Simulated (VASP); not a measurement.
Computed with PBE GGA, VASP's PBE PAW potentials (set 64) (plane waves; VASP).

The input files of a VASP run:

**KPOINTS**
```
Automatic mesh
0
gamma
 1 1 1
0 0 0
```

### POSCAR
```
Ga32P31
1
   11.0671092084     0.0000000000     0.0000000000
    0.0000000000    11.0671092084     0.0000000000
   -0.0000000000    -0.0000000000    11.0671092084
Ga P
32 31
Direct
  0.5000000000   0.0000000000   0.0000000000
  0.7500000000   0.2500000000   0.0000000000
  0.7500000000   0.0000000000   0.2500000000
  0.0000000000   0.0000000000   0.0000000000
  0.2500000000   0.2500000000   0.0000000000
  0.5000000000   0.5000000000   0.0000000000
  0.7500000000   0.7500000000   0.0000000000
  0.2500000000   0.0000000000   0.2500000000
  0.5018570000   0.2545110000   0.2512540000
  0.7455810000   0.4966930000   0.2513330000
  0.5000000000   0.0000000000   0.5000000000
  0.7545380000   0.2463310000   0.5027220000
  0.7500000000   0.0000000000   0.7500000000
  0.0000000000   0.5000000000   0.0000000000
  0.2500000000   0.7500000000   0.0000000000
  0.0000000000   0.2500000000   0.2500000000
  0.2500000000   0.5000000000   0.2500000000
  0.5000000000   0.7500000000   0.2500000000
  0.0000000000   0.0000000000   0.5000000000
  0.2500000000   0.2500000000   0.5000000000
  0.5032530000   0.4955100000   0.4965560000
  0.7500000000   0.7500000000   0.5000000000
  0.2500000000   0.0000000000   0.7500000000
  0.5000000000   0.2500000000   0.7500000000
  0.7500000000   0.5000000000   0.7500000000
  0.0000000000   0.7500000000   0.2500000000
  0.0000000000   0.5000000000   0.5000000000
  0.2500000000   0.7500000000   0.5000000000
  0.0000000000   0.2500000000   0.7500000000
  0.2500000000   0.5000000000   0.7500000000
  0.5000000000   0.7500000000   0.7500000000
  0.0000000000   0.7500000000   0.7500000000
  0.6250000000   0.1250000000   0.1250000000
  0.8750000000   0.3750000000   0.1250000000
  0.8750000000   0.1250000000   0.3750000000
  0.1250000000   0.1250000000   0.1250000000
  0.3750000000   0.3750000000   0.1250000000
  0.6250000000   0.6250000000   0.1250000000
  0.8750000000   0.8750000000   0.1250000000
  0.3750000000   0.1250000000   0.3750000000
  0.8750000000   0.6250000000   0.3750000000
  0.6250000000   0.1250000000   0.6250000000
  0.8750000000   0.3750000000   0.6250000000
  0.8750000000   0.1250000000   0.8750000000
  0.1250000000   0.6250000000   0.1250000000
  0.3750000000   0.8750000000   0.1250000000
  0.1250000000   0.3750000000   0.3750000000
  0.3750000000   0.6250000000   0.3750000000
  0.6250000000   0.8750000000   0.3750000000
  0.1250000000   0.1250000000   0.6250000000
  0.3750000000   0.3750000000   0.6250000000
  0.6250000000   0.6250000000   0.6250000000
  0.8750000000   0.8750000000   0.6250000000
  0.3750000000   0.1250000000   0.8750000000
  0.6250000000   0.3750000000   0.8750000000
  0.8750000000   0.6250000000   0.8750000000
  0.1250000000   0.8750000000   0.3750000000
  0.1250000000   0.6250000000   0.6250000000
  0.3750000000   0.8750000000   0.6250000000
  0.1250000000   0.3750000000   0.8750000000
  0.3750000000   0.6250000000   0.8750000000
  0.6250000000   0.8750000000   0.8750000000
  0.1250000000   0.8750000000   0.8750000000
```

**INCAR**
```
LWAVE  =  .TRUE.
SIGMA  =  0.05
ISMEAR  =  0   ! Gaussian
ISYM  =  0
EDIFF  =  1E-5   ! SCF stop (eV)
PREC  =  Normal
NELECT  =  252.0
NELM  =  100
ISIF  =  2   ! forces and stress, cell fixed
SYSTEM  =  Ga32P31
IBRION  =  2   ! conjugate gradients
NELMIN  =  4
GGA  =  PE   ! PBE
EDIFFG  =  -0.03   ! ionic stop
NSW  =  60
LASPH  =  .TRUE.
LCHARG  =  .FALSE.
LREAL  =  Auto   ! projection in real space or not
LMAXMIX  =  4   ! l cut-off of mixed one-centre charges
ENCUT  =  400
ALGO  =  Fast   ! Davidson, then RMM-DIIS
```

POTCAR, in this order: Ga P (PBE.64 set). Program: vasp_gam.

The run wrote:

OSZICAR:
```
...
RMM:   4    -0.274814143566E+03    0.11489E-04   -0.87190E-04   323   0.726E-02    0.741E-02
RMM:   5    -0.274814147878E+03   -0.43119E-05   -0.53945E-04   316   0.433E-02    0.251E-02
RMM:   6    -0.274814136883E+03    0.10995E-04   -0.75834E-05   286   0.197E-02    0.163E-02
RMM:   7    -0.274814131260E+03    0.56227E-05   -0.91375E-05   307   0.142E-02
  28 F= -.27481413E+03 E0= -.27481413E+03  d E =-.280208E-01
       N       E                     dE             d eps       ncg     rms          rms(c)
DAV:   1    -0.274827379009E+03   -0.13242E-01   -0.93993E-01   328   0.180E+00    0.510E-01
RMM:   2    -0.274831631205E+03   -0.42522E-02   -0.55286E-02   316   0.527E-01    0.136E-01
RMM:   3    -0.274832773076E+03   -0.11419E-02   -0.12292E-02   338   0.238E-01    0.147E-01
RMM:   4    -0.274832747283E+03    0.25794E-04   -0.13831E-03   320   0.923E-02    0.949E-02
RMM:   5    -0.274832757129E+03   -0.98461E-05   -0.89662E-04   316   0.558E-02    0.324E-02
RMM:   6    -0.274832738105E+03    0.19023E-04   -0.12766E-04   318   0.254E-02    0.205E-02
RMM:   7    -0.274832729673E+03    0.84328E-05   -0.15377E-04   317   0.184E-02    0.104E-02
RMM:   8    -0.274832727984E+03    0.16887E-05   -0.27734E-05   213   0.104E-02
  29 F= -.27483273E+03 E0= -.27483273E+03  d E =-.466175E-01
       N       E                     dE             d eps       ncg     rms          rms(c)
DAV:   1    -0.274833691691E+03   -0.96202E-03   -0.20742E-01   344   0.847E-01    0.240E-01
RMM:   2    -0.274834645705E+03   -0.95401E-03   -0.12401E-02   316   0.249E-01    0.639E-02
RMM:   3    -0.274834903256E+03   -0.25755E-03   -0.27558E-03   338   0.113E-01    0.692E-02
RMM:   4    -0.274834897989E+03    0.52662E-05   -0.31189E-04   321   0.436E-02    0.450E-02
RMM:   5    -0.274834900996E+03   -0.30061E-05   -0.20385E-04   316   0.264E-02    0.156E-02
RMM:   6    -0.274834896413E+03    0.45821E-05   -0.28428E-05   216   0.121E-02
  30 F= -.27483490E+03 E0= -.27483490E+03  d E =-.487859E-01
       N       E                     dE             d eps       ncg     rms          rms(c)
DAV:   1    -0.274849358097E+03   -0.14457E-01   -0.79045E-01   316   0.165E+00    0.475E-01
RMM:   2    -0.274852958119E+03   -0.36000E-02   -0.45759E-02   316   0.480E-01    0.124E-01
RMM:   3    -0.274853841198E+03   -0.88308E-03   -0.97175E-03   334   0.216E-01    0.134E-01
RMM:   4    -0.274853824199E+03    0.16998E-04   -0.12258E-03   327   0.853E-02    0.839E-02
RMM:   5    -0.274853823582E+03    0.61694E-06   -0.67730E-04   316   0.490E-02    0.311E-02
RMM:   6    -0.274853810466E+03    0.13116E-04   -0.10273E-04   312   0.231E-02    0.167E-02
RMM:   7    -0.274853806808E+03    0.36582E-05   -0.93425E-05   314   0.155E-02
  31 F= -.27485381E+03 E0= -.27485381E+03  d E =-.189104E-01
       N       E                     dE             d eps       ncg     rms          rms(c)
DAV:   1    -0.274856136921E+03   -0.23265E-02   -0.30856E-01   328   0.103E+00    0.296E-01
RMM:   2    -0.274857520973E+03   -0.13841E-02   -0.17612E-02   316   0.298E-01    0.777E-02
RMM:   3    -0.274857877887E+03   -0.35691E-03   -0.38561E-03   337   0.135E-01    0.842E-02
RMM:   4    -0.274857869906E+03    0.79805E-05   -0.45448E-04   322   0.527E-02    0.518E-02
RMM:   5    -0.274857871997E+03   -0.20909E-05   -0.26752E-04   317   0.309E-02    0.190E-02
RMM:   6    -0.274857866695E+03    0.53027E-05   -0.41147E-05   242   0.144E-02
  32 F= -.27485787E+03 E0= -.27485787E+03  d E =-.229703E-01
       N       E                     dE             d eps       ncg     rms          rms(c)
DAV:   1    -0.274864636947E+03   -0.67649E-02   -0.37376E-01   316   0.112E+00    0.330E-01
RMM:   2    -0.274866530719E+03   -0.18938E-02   -0.22961E-02   316   0.335E-01    0.830E-02
RMM:   3    -0.274866983258E+03   -0.45254E-03   -0.47462E-03   334   0.150E-01    0.895E-02
RMM:   4    -0.274866978619E+03    0.46390E-05   -0.58981E-04   327   0.596E-02    0.576E-02
RMM:   5    -0.274866974666E+03    0.39530E-05   -0.31350E-04   316   0.342E-02    0.204E-02
RMM:   6    -0.274866968312E+03    0.63542E-05   -0.44127E-05   243   0.157E-02
  33 F= -.27486697E+03 E0= -.27486697E+03  d E =-.910162E-02
       N       E                     dE             d eps       ncg     rms          rms(c)
DAV:   1    -0.274867532633E+03   -0.55797E-03   -0.42210E-01   328   0.119E+00    0.352E-01
RMM:   2    -0.274869728864E+03   -0.21962E-02   -0.26423E-02   316   0.359E-01    0.881E-02
RMM:   3    -0.274870245173E+03   -0.51631E-03   -0.54024E-03   333   0.161E-01    0.965E-02
RMM:   4    -0.274870239704E+03    0.54684E-05   -0.67247E-04   327   0.640E-02    0.622E-02
RMM:   5    -0.274870235371E+03    0.43329E-05   -0.36350E-04   316   0.368E-02    0.223E-02
RMM:   6    -0.274870227991E+03    0.73807E-05   -0.51409E-05   252   0.169E-02
  34 F= -.27487023E+03 E0= -.27487023E+03  d E =-.123613E-01
       N       E                     dE             d eps       ncg     rms          rms(c)
DAV:   1    -0.274872098073E+03   -0.18627E-02   -0.36835E-01   328   0.112E+00    0.333E-01
RMM:   2    -0.274873972101E+03   -0.18740E-02   -0.22943E-02   316   0.336E-01    0.839E-02
RMM:   3    -0.274874427526E+03   -0.45543E-03   -0.47954E-03   334   0.152E-01    0.921E-02
RMM:   4    -0.274874419552E+03    0.79746E-05   -0.59453E-04   327   0.602E-02    0.581E-02
RMM:   5    -0.274874418987E+03    0.56496E-06   -0.33203E-04   316   0.345E-02    0.223E-02
RMM:   6    -0.274874411152E+03    0.78343E-05   -0.46593E-05   250   0.160E-02
  35 F= -.27487441E+03 E0= -.27487441E+03  d E =-.418316E-02
       N       E                     dE             d eps       ncg     rms          rms(c)
DAV:   1    -0.274874413156E+03    0.58304E-05   -0.96284E-03   360   0.183E-01    0.538E-02
RMM:   2    -0.274874472164E+03   -0.59008E-04   -0.67683E-04   316   0.573E-02    0.143E-02
RMM:   3    -0.274874484489E+03   -0.12325E-04   -0.12919E-04   324   0.254E-02    0.180E-02
RMM:   4    -0.274874484223E+03    0.26650E-06   -0.16700E-05   196   0.103E-02
  36 F= -.27487448E+03 E0= -.27487448E+03  d E =-.425623E-02
       N       E                     dE             d eps       ncg     rms          rms(c)
DAV:   1    -0.274875846705E+03   -0.13622E-02   -0.11307E-01   328   0.628E-01    0.182E-01
RMM:   2    -0.274876360719E+03   -0.51401E-03   -0.66798E-03   316   0.183E-01    0.488E-02
RMM:   3    -0.274876498348E+03   -0.13763E-03   -0.15012E-03   337   0.831E-02    0.495E-02
RMM:   4    -0.274876495073E+03    0.32753E-05   -0.17257E-04   322   0.326E-02    0.294E-02
RMM:   5    -0.274876496135E+03   -0.10621E-05   -0.88057E-05   316   0.187E-02
  37 F= -.27487650E+03 E0= -.27487650E+03  d E =-.201191E-02
       N       E                     dE             d eps       ncg     rms          rms(c)
DAV:   1    -0.274876516956E+03   -0.21884E-04   -0.17895E-02   344   0.250E-01    0.773E-02
RMM:   2    -0.274876602975E+03   -0.86018E-04   -0.11599E-03   316   0.753E-02    0.207E-02
RMM:   3    -0.274876630294E+03   -0.27319E-04   -0.28195E-04   342   0.351E-02    0.211E-02
RMM:   4    -0.274876629844E+03    0.45017E-06   -0.29659E-05   210   0.135E-02
  38 F= -.27487663E+03 E0= -.27487663E+03  d E =-.214562E-02
       N       E                     dE             d eps       ncg     rms          rms(c)
DAV:   1    -0.274876942844E+03   -0.31255E-03   -0.10558E-01   316   0.600E-01    0.178E-01
RMM:   2    -0.274877473276E+03   -0.53043E-03   -0.64433E-03   316   0.178E-01    0.446E-02
RMM:   3    -0.274877609938E+03   -0.13666E-03   -0.14034E-03   336   0.809E-02    0.476E-02
RMM:   4    -0.274877608871E+03    0.10667E-05   -0.16458E-04   324   0.320E-02    0.298E-02
RMM:   5    -0.274877608592E+03    0.27925E-06   -0.86573E-05   314   0.183E-02
  39 F= -.27487761E+03 E0= -.27487761E+03  d E =-.978748E-03
```

**OUTCAR**
```
------------------------ aborting loop because EDIFF is reached ----------------------------------------
  FORCE on cell =-STRESS in cart. coord.  units (eV):
  Direction    XX          YY          ZZ          XY          YZ          ZX
  --------------------------------------------------------------------------------------
  Total       -1.8954701     -1.9519054     11.9148746     -0.0182241      0.1150453     -0.0278510
  in kB       -2.2403967     -2.3071018     14.0830744     -0.0215404      0.1359806     -0.0329192
  external PRESSURE =       3.1785253 kB  Pullay stress =       0.0000000 kB
  volume of cell :     1355.51
      direct lattice vectors                 reciprocal lattice vectors
    11.067109208  0.000000000  0.000000000     0.090357832  0.000000000  0.000000000
     0.000000000 11.067109208  0.000000000     0.000000000  0.090357832  0.000000000
     0.000000000  0.000000000 11.067109208     0.000000000  0.000000000  0.090357832
  FREE ENERGIE OF THE ION-ELECTRON SYSTEM (eV)
  ---------------------------------------------------
  free  energy   TOTEN  =      -274.8776085916 eV

  energy  without entropy=     -274.8776085916  energy(sigma->0) =     -274.87760859

 reached required accuracy - stopping structural energy minimisation
```
(Selected blocks of OUTCAR.)

**CONTCAR**
```
Ga32P31
   1.00000000000000
    11.0671092083999998    0.0000000000000000    0.0000000000000000
     0.0000000000000000   11.0671092083999998    0.0000000000000000
     0.0000000000000000    0.0000000000000000   11.0671092083999998
  Ga              P
    32    31
Direct
     0.4997167408611163    0.9972218748238050    0.0034237333247424
     0.7544937451873333    0.2454752501949702    0.9933024039580937
     0.7495357070798239    0.0055482094104050    0.2540585893032473
     0.0012652683261980    0.9989836843628258    0.0023400154068665
     0.2477633253379476    0.2496350322166896    0.0029771094153035
     0.4958320334453871    0.5045157541661867    0.9931309617746410
     0.7505003780494234    0.7526285843086977    0.0029963418966784
     0.2556153578113276    0.0053723965435062    0.2524780464414673
     0.5326403865830669    0.2830599812614918    0.2389831034102949
     0.7172632008339307    0.4668635997579985    0.2391923549482164
     0.5009468753933517    0.0061868219672991    0.4959811084968462
     0.7176542874647869    0.2828221619997843    0.5104062583791235
     0.7508349742471956    0.9975655556788656    0.7463631863233563
     0.0024252229007178    0.5001652076881752    0.0036612840536037
     0.2492950895840083    0.7501423630785733    0.0023056341002370
     0.9944508980966973    0.2497476644184470    0.2540677489946896
     0.2555006750309096    0.4991136266505051    0.2542197091570886
     0.5007997935826098    0.7440392769963378    0.2538817000882092
     0.9944657352794060    0.0053246248327243    0.4975026609281739
     0.2561253851279375    0.2502398350175806    0.4964709725978974
     0.5325589761545904    0.4671561907430101    0.5102961581653427
     0.7492956901823242    0.7436162560440426    0.4966440830625469
     0.2490646643881212    0.9992682198488495    0.7480977515214636
     0.4960204383191015    0.2454947891077069    0.7569716710796328
     0.7539575271595398    0.5042430258145564    0.7569168239125798
     0.9941525102683294    0.7446716193679631    0.2529308532987682
     0.9942948835492805    0.4993142272078206    0.4959683373280536
     0.2557175233565943    0.7448563836431782    0.4973632051998850
     0.0023381361902313    0.2498090486264008    0.7467737911678235
     0.2478437506092392    0.5002601371427203    0.7463477342868269
     0.4993758541679389    0.7528733745587799    0.7466899283516205
     0.0011291890311876    0.7501879082073138    0.7480465244317595
     0.6286298316280263    0.1251749123668456    0.1206737639287598
     0.8749831613089613    0.3709086843360300    0.1207347018504552
     0.8588767182601452    0.1408671713158415    0.3841462804963472
     0.1230975448387768    0.1254212229296391    0.1297254477207197
     0.3750595808339811    0.3788373586924082    0.1203462980544195
     0.6218477314935241    0.6247653639262036    0.1204484645287709
     0.8744087917961813    0.8774038293017481    0.1297553801886125
     0.3912355768064967    0.1412131864959671    0.3658902660500892
     0.8586406127841963    0.6086645428634955    0.3661651481014011
     0.6219579016721172    0.1255009183004609    0.6294529259755789
     0.8746145848821727    0.3787497427949808    0.6295357539401825
     0.8795194149704213    0.1205891268729049    0.8695937749421740
     0.1270971366218570    0.6241776264143906    0.1304019959797650
     0.3758605579075203    0.8723773365617014    0.1298492251360879
     0.1249787870959232    0.3743304322809375    0.3753435473469394
     0.3910225265716443    0.6087475297390649    0.3837912888667482
     0.6251857425285663    0.8746903927803544    0.3753516027557944
     0.1272304572030177    0.1255203945103892    0.6203856329328810
     0.3757476500724013    0.3711987016072550    0.6295813790001351
     0.6278866144118059    0.6244200588594329    0.6297843400502755
     0.8745497871020089    0.8720261314254700    0.6202043447617449
     0.3709270706246048    0.1206640853220762    0.8805940659434411
     0.6250704785794834    0.3748138991413125    0.8753670459756467
     0.8791621578026519    0.6289619439395910    0.8806812533603351
     0.1250281138668441    0.8752076491637609    0.3748884984818578
     0.1229970470470763    0.6242870320364691    0.6198029947662552
     0.3755310598684126    0.8778927849619175    0.6200637704494607
     0.1250759816031972    0.3752494530236037    0.8747629021627552
     0.3708012763158540    0.6291372301979470    0.8690946137148103
     0.6251857516152592    0.8752356110841440    0.8746288254472070
     0.1251451282872172    0.8746079610664494    0.8750296822852739
```

The cell is charged, with a uniform compensating background. The supercell is sampled at Γ alone, which is coarse: total energies, pressure and levels can be off, energies of defects by several tenths of an eV.

The cell is a supercell with a defect, built from GaP (zinc blende): vac_P, charge -1. The run is not spin-polarised, so no state with unpaired spins was tried.
